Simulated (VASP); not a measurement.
OSZICAR of a VASP run on P (black):

**OSZICAR**
```
       N       E                     dE             d eps       ncg     rms          rms(c)
DAV:   1     0.629182958234E+02    0.62918E+02   -0.84773E+03  2352   0.121E+03
DAV:   2    -0.180054629027E+02   -0.80924E+02   -0.78973E+02  3028   0.176E+02
DAV:   3    -0.222698402605E+02   -0.42644E+01   -0.42442E+01  3186   0.425E+01
DAV:   4    -0.223264405940E+02   -0.56600E-01   -0.56541E-01  2974   0.582E+00
DAV:   5    -0.223275951355E+02   -0.11545E-02   -0.11543E-02  3228   0.760E-01    0.105E+01
DAV:   6    -0.221911777280E+02    0.13642E+00   -0.71699E-02  3000   0.175E+00    0.616E+00
DAV:   7    -0.221329612841E+02    0.58216E-01   -0.11883E-01  3006   0.229E+00    0.262E-01
DAV:   8    -0.221330350359E+02   -0.73752E-04   -0.11552E-02  2808   0.771E-01    0.190E-01
DAV:   9    -0.221330983754E+02   -0.63339E-04   -0.47050E-04  3152   0.160E-01    0.803E-02
DAV:  10    -0.221331104975E+02   -0.12122E-04   -0.11573E-04  2820   0.701E-02    0.260E-02
DAV:  11    -0.221331182032E+02   -0.77058E-05   -0.16100E-05  3024   0.335E-02    0.157E-02
DAV:  12    -0.221331187076E+02   -0.50436E-06   -0.11176E-06  3032   0.774E-03    0.258E-03
DAV:  13    -0.221331187546E+02   -0.47051E-07   -0.33726E-07  2656   0.416E-03
   1 F= -.22133119E+02 E0= -.22133119E+02  d E =0.000000E+00
```

**Question.** Which electronic solver shows in the log?

**Answer.** It is blocked Davidson (ALGO = Normal, or the opening steps of other solvers). The INCAR had ALGO = Normal.

**Question.** Can the final energy be trusted as converged?

**Answer.** The calculation finished and met its thresholds. It stopped with EDIFF = 1E-7, NELM = 100 (AM05 GGA, plane waves, VASP's PBE PAW potentials (set 64)). Without a dispersion term in the relaxation, distances and binding between the weakly bound layers, chains or molecules are unreliable, and so is what depends on them.

The compound is P in the black structure. It was relaxed first.
